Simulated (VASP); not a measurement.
Method: PBE GGA, VASP's PBE PAW potentials (set 64) (plane waves; VASP).

VASP input:

**POSCAR**
```
Ni3Si
1.0
  3.5063006423   0.0000000000   0.0000000000
  0.0000000000   3.5063006423   0.0000000000
  0.0000000000   0.0000000000   3.5063006423
Si Ni
1 3
Direct
  0.0000000000   0.0000000000   0.0000000000
  0.0000000000   0.5000000000   0.5000000000
  0.5000000000   0.0000000000   0.5000000000
  0.5000000000   0.5000000000   0.0000000000
```

INCAR:
```
SYSTEM = Ni3Si
PREC = Accurate
ENCUT = 500
EDIFF = 1E-6
NELM = 100
ALGO = Normal
LREAL = .FALSE.
LASPH = .TRUE.
ISMEAR = 1
SIGMA = 0.1
GGA = PE
LMAXMIX = 4
LWAVE = .FALSE.
LCHARG = .FALSE.
IBRION = 2
ISIF = 3
NSW = 40
EDIFFG = -0.02
```

File KPOINTS:
```
Automatic mesh
0
Gamma
9 9 9
0 0 0
```

POTCAR, in this order: Si Ni (PBE.64 set). Program: vasp_std.

The run wrote:

**OSZICAR**
```
       N       E                     dE             d eps       ncg     rms          rms(c)
DAV:   1     0.197663442425E+03    0.19766E+03   -0.15431E+04  1470   0.210E+03
DAV:   2    -0.163656273672E+02   -0.21403E+03   -0.20665E+03  1470   0.369E+02
DAV:   3    -0.271245505526E+02   -0.10759E+02   -0.10342E+02  1580   0.110E+02
DAV:   4    -0.273905326384E+02   -0.26598E+00   -0.26470E+00  1721   0.153E+01
DAV:   5    -0.273997222010E+02   -0.91896E-02   -0.91884E-02  1751   0.272E+00    0.195E+01
DAV:   6    -0.272554814252E+02    0.14424E+00   -0.56080E+01  1671   0.122E+02    0.171E+01
DAV:   7    -0.237393940828E+02    0.35161E+01   -0.16315E+01  1641   0.676E+01    0.406E+00
DAV:   8    -0.237008816724E+02    0.38512E-01   -0.69921E-01  1538   0.637E+00    0.146E+00
DAV:   9    -0.236828500124E+02    0.18032E-01   -0.35424E-02  1964   0.274E+00    0.568E-01
DAV:  10    -0.236805591264E+02    0.22909E-02   -0.34351E-03  2007   0.466E-01    0.235E-01
DAV:  11    -0.236801857245E+02    0.37340E-03   -0.73740E-04  2226   0.326E-01    0.546E-02
DAV:  12    -0.236801744692E+02    0.11255E-04   -0.10837E-04  1600   0.123E-01    0.152E-02
DAV:  13    -0.236801733111E+02    0.11581E-05   -0.79516E-06  1655   0.187E-02    0.850E-03
DAV:  14    -0.236801726754E+02    0.63569E-06   -0.58150E-07   860   0.101E-02
   1 F= -.23680173E+02 E0= -.23680258E+02  d E =-.236802E+02
```

File OUTCAR:
```
------------------------ aborting loop because EDIFF is reached ----------------------------------------
  FORCE on cell =-STRESS in cart. coord.  units (eV):
  Direction    XX          YY          ZZ          XY          YZ          ZX
  --------------------------------------------------------------------------------------
  Total       -0.0233761     -0.0233761     -0.0233761      0.0000000      0.0000000      0.0000000
  in kB       -0.8688299     -0.8688299     -0.8688299      0.0000000      0.0000000      0.0000000
  external PRESSURE =      -0.8688299 kB  Pullay stress =       0.0000000 kB
  volume of cell :       43.11
      direct lattice vectors                 reciprocal lattice vectors
     3.506300642  0.000000000  0.000000000     0.285200872  0.000000000  0.000000000
     0.000000000  3.506300642  0.000000000     0.000000000  0.285200872  0.000000000
     0.000000000  0.000000000  3.506300642     0.000000000  0.000000000  0.285200872
 POSITION                                       TOTAL-FORCE (eV/Angst)
 -----------------------------------------------------------------------------------
      0.00000      0.00000      0.00000         0.000000      0.000000      0.000000
      0.00000      1.75315      1.75315         0.000000      0.000000      0.000000
      1.75315      0.00000      1.75315         0.000000      0.000000      0.000000
      1.75315      1.75315      0.00000         0.000000      0.000000      0.000000
 -----------------------------------------------------------------------------------
    total drift:                                0.000000      0.000000      0.000000
  FREE ENERGIE OF THE ION-ELECTRON SYSTEM (eV)
  ---------------------------------------------------
  free  energy   TOTEN  =       -23.6801726754 eV

  energy  without entropy=      -23.6804275117  energy(sigma->0) =      -23.68025762

 reached required accuracy - stopping structural energy minimisation
```
(Selected blocks of OUTCAR.)

File OUTCAR:
```
 val. band max:       10.6158777087   @ k =   0.1111   0.1111   0.0000

 cond. band min:      10.6503497305   @ k =   0.4444   0.4444   0.3333


 Fermi energy:        10.6387811627

 k-point     1 :       0.0000    0.0000    0.0000
  band No.  band energies     occupation
      1      -1.2726      2.00000
      2       5.7879      2.00000
      3       6.6054      2.00000
      4       6.6054      2.00000
      5       7.1260      2.00000
      6       7.1260      2.00000
      7       7.1260      2.00000
      8       9.1083      2.00000
      9       9.1083      2.00000
     10       9.1083      2.00000
     11       9.7679      2.00000
     12       9.7679      2.00000
     13       9.7679      2.00000
     14      10.0347      2.00000
     15      10.0347      2.00000
     16      10.3555      2.00046
     17      10.6875      0.27394
     18      10.6875      0.27394
     19      10.6875      0.27394
     20      15.4768      0.00000
     21      16.9790      0.00000

 k-point     2 :       0.1111    0.0000    0.0000
  band No.  band energies     occupation
      1      -1.1285      2.00000
      2       5.8052      2.00000
      3       6.4049      2.00000
      4       6.7072      2.00000
      5       7.1125      2.00000
      6       7.1125      2.00000
      7       7.1678      2.00000
      8       8.8485      2.00000
      9       8.8485      2.00000
     10       9.0625      2.00000
     11       9.3545      2.00000
     12       9.8767      2.00000
     13       9.8767      2.00000
     14      10.0370      2.00000
     15      10.0389      2.00000
     16      10.2964      2.00001
     17      10.6877      0.27216
     18      10.9711     -0.00003
     19      10.9711     -0.00003
     20      15.7672      0.00000
     21      16.9485      0.00000

 k-point     3 :       0.2222    0.0000    0.0000
  band No.  band energies     occupation
      1      -0.7070      2.00000
      2       5.3102      2.00000
      3       6.2801      2.00000
...
```

The compound is Ni3Si in the L1_2 structure. It was relaxed first. The run is not spin-polarised, so no magnetic state was tried.
